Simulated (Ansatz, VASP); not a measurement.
## Cross-check of GaP between VASP and Ansatz

One calculation is typed for both programs; each brings its own data sets. How far apart do they land? The cell is taken from a series of runs on this material, whose earlier steps may have relaxed, scaled, displaced or heated it; both programs get it as it stands.

Main program and level: Ansatz 0.2.0; plane waves, with VASP 6.6.1 beside it; PBE.

**1. The structure**

The structure is cubic, space group F-43m (No. 216). Conventional cell: a = 5.470 Å, b = 5.470 Å, c = 5.470 Å, α = 90.00°, β = 90.00°, γ = 90.00°. Nearest to P lie 4 Ga at 2.37 Å. Ga has 4 P at 2.37 Å nearest. Farther neighbours are not listed.

**2. Ansatz: zone-centre phonons, PBE, pair 1**

Ansatz runs on its PAW soft_1 files.

Second derivatives magnify differences that forces hide, and they need a tight electronic threshold.

The input, input.yaml:

```yaml
crystal:
  lattice:
    - [0.0, 2.7347811214, 2.7347811214]
    - [2.7347811214, 0.0, 2.7347811214]
    - [2.7347811214, 2.7347811214, 0.0]
  atoms:
    - { symbol: P, position: [0.75, 0.75, 0.75] }
    - { symbol: Ga, position: [0.0, 0.0, 0.0] }
kpoints:
  mp_grid: { grid: [12, 12, 12] }
hamiltonian:
  xc: pbe
  pseudopotentials: { kind: paw, azcp: { folder: soft_1 } }
scf:
  occupations: { method: fixed }
output:
  eigenvalues: true
phonons:
  method: dfpt
  dielectric: true
  rigid_motions: translations
```

Command:

```sh
> ansatz run input.yaml --threads 4 --pin off --max-ram 10240MiB --backend cpu --events-out ev --progress --plain --runs-dir out
```

Numbers of over 12 decimals in the logs are rounded to 6 here.

What it wrote:

```text
Engine: ansatz 0.2.0, x86_64-unknown-linux-gnu
Pseudopotentials: kind: paw
Pseudopotential: P, paw, valence charge 5, recommended cutoff 420 eV (normal), soft_1/P.paw.azcp
Pseudopotential: Ga, paw, valence charge 13, recommended cutoff 420 eV (normal), soft_1/Ga.paw.azcp
Functional definition: PBE
  parameter kappa = 0.804
  parameter beta = 0.066725
  exchange = pbe_x(kappa = kappa, mu = beta*pi^2/3)
  correlation = pbe_c(beta = beta)
Crystal: 2 atoms, lattice volume = 40.907 Å³
Basis set: ecut = 420 eV, 821 PW (Γ), exchange–correlation on 54×54×54 points (8 copies of the dense FFT grid, shifted against one another)
Bands: 13, of which v1, the nominal top of the filled ones, is band 9 counted from 1 (8 counted from 0)
Symmetry: 24 space group operations
k-points: 280 of 1728 (irreducible under 4 space group operations, time reversal used)
Non-local potential: P, projectors of the file, l = 0: 2, l = 1: 2, l = 2: 1
Non-local potential: Ga, projectors of the file, l = 0: 2, l = 1: 2, l = 2: 3, l = 3: 1
PAW form: soft (Blöchl's): semilocal exchange-correlation on the pseudo side does not see the compensation charge
PAW one-centre angular grid: P, 110 points (default); XC on 64 Gauss nodes
PAW one-centre angular grid: Ga, 590 points (default); XC on 64 Gauss nodes
Initial density: superposition of atomic densities (chi_scale 0.1, normalization cell, long waves kept (reshape's long-wave potential 0.00 eV rms))
Initial wavefunctions: pseudopotential atomic-orbital guess
Functional: x = pbe(κ = 0.804, μ = 0.219515), c = pbe(β = 0.066725)
SCF iter   1: F=—  HF=-4539.705302 eV  |F-HF|=—  |Δ(HF+E_count)|=         —  Δρ=4.60e-2  dr2=6.93e-1  ethr=3.10e-3  ⟨swp⟩=5.0  Hψ=19644  notcnv=0  defer=526
preconditioner: auto → none  [insulator: Δε(μ)=1.883 eV  Ē_g=15.295 eV  n_scr=14 (ndim 8)  ℏωp=24.6 eV  f_vac=0.000  ε∞_Penn≈3.6]
SCF iter   2: F=—  HF=-4539.567652 eV  |F-HF|=—  |Δ(HF+E_count)|=   1.38e-1  Δρ=2.15e-2  dr2=1.02e-1  ethr=3.10e-3  ⟨swp⟩=2.1  Hψ=6774  notcnv=0  defer=514
SCF iter   3: F=—  HF=-4539.564326 eV  |F-HF|=—  |Δ(HF+E_count)|=   3.33e-3  Δρ=5.62e-3  dr2=1.24e-2  ethr=5.66e-4  ⟨swp⟩=3.0  Hψ=6750  notcnv=0  defer=532
SCF iter   4: F=—  HF=-4539.561137 eV  |F-HF|=—  |Δ(HF+E_count)|=   3.19e-3  Δρ=2.17e-3  dr2=7.83e-4  ethr=6.89e-5  ⟨swp⟩=2.4  Hψ=6896  notcnv=0  defer=541
SCF iter   5: F=—  HF=-4539.560738 eV  |F-HF|=—  |Δ(HF+E_count)|=   3.99e-4  Δρ=4.48e-4  dr2=3.35e-5  ethr=4.35e-6  ⟨swp⟩=2.0  Hψ=6734  notcnv=0  defer=546
SCF iter   6: F=—  HF=-4539.560757 eV  |F-HF|=—  |Δ(HF+E_count)|=   1.88e-5  Δρ=3.98e-5  dr2=2.88e-7  ethr=1.86e-7  ⟨swp⟩=2.6  Hψ=5692  notcnv=0  defer=340
SCF iter   7: F=—  HF=-4539.560758 eV  |F-HF|=—  |Δ(HF+E_count)|=   3.06e-7  Δρ=5.31e-6  dr2=9.11e-9  ethr=1.60e-9  ⟨swp⟩=2.0  Hψ=6155  notcnv=0  defer=153
SCF iter   8: F=-4539.560758 eV  HF=-4539.560758 eV  |F-HF|=3.27e-11  |Δ(HF+E_count)|=   2.08e-8  Δρ=2.42e-7  dr2=1.58e-11  ethr=1.00e-12  ⟨swp⟩=8.2  Hψ=29028  notcnv=0
SCF 1 converged in 8 iterations: F = -4539.560758 eV  dr2 = 1.58e-11
  greatest PAW one-centre occupation: 0.994 electrons in one spin orbital (limit 2), on the Ga atom at site 1 (counted from 0), in its partial waves of l = 2
NSCF: frozen V_eff on 1 k-points
DFPT response loops at Γ: preconditioner auto → none (the input reference at scf.mixing.eps_inf says where Resta's filter doesn't serve); β = 0.50; Broyden in place of MSR1
── the response to a field inside a basis, on 12×12×12 k-points: an SCF that follows is theirs, and a resumed run solves both again ──
Bands: 10, of which v1, the nominal top of the filled ones, is band 9 counted from 1 (8 counted from 0)
k-points: 182 of 1728 (irreducible under 6 space group operations, time reversal used)
Initial density: handed on by an earlier stage of this run
Initial wavefunctions: pseudopotential atomic-orbital guess (no wavefunctions were taken with the density)
Eigensolver: Dense (182 Hₖ)
SCF iter   1: F=—  HF=-4539.559953 eV  |F-HF|=—  |Δ(HF+E_count)|=         —  Δρ=2.07e-4  dr2=6.74e-6  ethr=1.00e-1
preconditioner: auto → none  [insulator: Δε(μ)=1.687 eV  Ē_g=13.132 eV  n_scr=14 (ndim 8)  ℏωp=24.6 eV  f_vac=0.009  ε∞_Penn≈4.5]
SCF iter   2: F=—  HF=-4539.559952 eV  |F-HF|=—  |Δ(HF+E_count)|=   9.14e-7  Δρ=1.59e-4  dr2=4.21e-6  ethr=3.74e-8
SCF iter   3: F=—  HF=-4539.559953 eV  |F-HF|=—  |Δ(HF+E_count)|=   1.16e-6  Δρ=3.95e-5  dr2=6.46e-7  ethr=2.34e-8
SCF iter   4: F=-4539.559952 eV  HF=-4539.559952 eV  |F-HF|=6.31e-9  |Δ(HF+E_count)|=   8.02e-7  Δρ=5.91e-6  dr2=1.04e-8  ethr=3.59e-9
SCF 1 converged in 4 iterations: F = -4539.559952 eV  dr2 = 1.04e-8
DFPT response loops at Γ: mixed as the last ones told, above
WARN: field response: ε∞ stands inside a basis, on 12×12×12 points; the force constants stand on the 12×12×12 k-mesh, whose period is 12.85 times the interband length at k = (0.0000, 0.0000, 0.0000), direct gap 1.743 eV, under 14: take them and everything formed from them as unconverged, and compare with a denser kpoints.mp_grid
SCF converged after 8 iterations
Free energy (F): -4539.560758 eV
Harris-Foulkes:  -4539.560758 eV  (|F-HF|=3.27e-11)
Internal energy: -4539.560758 eV  (E = F + TS)
E sigma→0 (E₀):  -4539.560758 eV
Fermi energy:    6.939632 eV
--- Per-component energies (eV) ---
  E_band       = -60.369229
  E_kinetic    = 180.513262
  E_local      = -1682.786111  (includes V_loc(G=0)·N_el)
  E_nonlocal   = -60.146781
  E_hartree    = 1017.368052
  E_xc         = -136.217609
  E_vxc        = -116.997115  (∫ρ·V_xc dr)
  E_paw        = -2550.221179  (= ΣΔE_a)
  E_vpaw       = -415.688401  (= ΣTr[D̂ρ^β])
  E_aug_tail   = -0.000212  (compensation charges beyond the density's cutoff)
  E_ewald      = -1308.070180
  E_smearing   = -0.000000  (= −TS)
  E_closure    = -0.000000  (closes the sum)
  Σ components = -4539.560758   (vs F -4539.560758, Δ=0.00e0)
--- Band table (eV; the first three rows and the last of 280) ---
  k-point 0: bands = [... 5 lower, -5.4733, 6.9396, 6.9396, 6.9396, 8.6831, 10.8294, 10.8294, 10.8294]
  k-point 1: bands = [... 5 lower, -5.3838, 6.0373, 6.8314, 6.8314, 9.1886, 10.9965, 10.9965, 11.0197]
  k-point 2: bands = [... 5 lower, -5.1217, 4.5625, 6.5750, 6.5750, 9.3096, 11.3707, 11.3707, 11.9296]
  k-point 279: bands = [... 5 lower, -2.4674, 0.4404, 3.4152, 3.5712, 11.6391, 11.7585, 13.0134, 13.0885]
--- Phonons (Γ-DFPT): 2 representative perturbations + reference, on 280 of 1728 k-points (Σ response iterations 6) ---
  k mesh reduced under 4 symmetry operations, with k and −k counted as one. Each operation leaves every solved perturbation unchanged. A smaller set is not considered because the run solves the response to a homogeneous field
  ASR residual: 1.143e-4 → 0.000e0 eV/Å²; symmetrization residual: 2.407e-7 eV/Å²
  ASR residual per site (eV/Å²): 9.35e-5 1.14e-4
  Γ frequencies (cm⁻¹): 0.00 0.00 0.00 353.22 353.22 353.22
  ε∞ (high-frequency dielectric tensor):
       10.444052    -0.000000     0.000000
       -0.000000    10.444052     0.000000
        0.000000     0.000000    10.444052
  ε⁰ (static dielectric tensor: ions relaxed, cell fixed):
       12.548115    -0.000000    -0.000000
       -0.000000    12.548115     0.000000
       -0.000000     0.000000    12.548115
  ε⁰ − ε∞ (ionic part):
        2.104062    -0.000000    -0.000000
       -0.000000     2.104062     0.000000
       -0.000000     0.000000     2.104062
  softest optical mode at Γ: 353.22 cm⁻¹; the repairs (sum rule, projections) moved no ω² at Γ by more than (0.91 cm⁻¹)²
  Born effective charges Z* (e; rows j = field, columns β = displacement):
    site 0:
        -2.16344    0.00000    0.00000
        -0.00000   -2.16344   -0.00000
         0.00000   -0.00000   -2.16344
    site 1:
         2.16344   -0.00000   -0.00000
         0.00000    2.16344    0.00000
        -0.00000    0.00000    2.16344
  Z* charge neutrality: 3.749e-4 e pre-enforcement
  solved inside a basis spanned on kpoints, on 12×12×12 k-points, its susceptibility summed on 16×16×16: ε∞ is read to err by 3.8e-2, Z* by 1.4e-2 e (field_mesh: kpoints solves on kpoints); Z* is corrected for what the basis lacks
  optical modes at Γ without the LO–TO term, one row a degenerate level:
      ω (cm⁻¹)  modes    IR ((D/Å)²/amu)
        353.22      3            15.1049
  optical modes at Γ + LO–TO along q̂ = [1.0000, 0.0000, 0.0000]:
      ω (cm⁻¹)  modes    IR ((D/Å)²/amu)
        353.22      2            10.0700
        387.17      1             5.0350
  optical modes at Γ + LO–TO along q̂ = [0.0000, 1.0000, 0.0000]:
      ω (cm⁻¹)  modes    IR ((D/Å)²/amu)
        353.22      2            10.0700
        387.17      1             5.0350
  optical modes at Γ + LO–TO along q̂ = [0.0000, 0.0000, 1.0000]:
      ω (cm⁻¹)  modes    IR ((D/Å)²/amu)
        353.22      2            10.0700
        387.17      1             5.0350
```

In the SCF lines HF is the Harris–Foulkes energy and dr2 the Hartree energy of the density residual, in eV; the loop may stop once dr2 is under the threshold and the program's other checks hold. Hψ counts applications of the Hamiltonian.

(Part 1 of 3 ends here.)

[Lines on the potential files, build, host, timing and source positions are cut from VASP's logs without a mark.]

[Logs are printed without paths, hosts, clocks, repeated set-up lines and the standing remarks that a program may print on its own settings, such as how far it seeks lower states.]

[Hosts, paths, dates, database ids (printed as entryN), source tags and the programs' standing remarks are cut or masked in the printed files.]
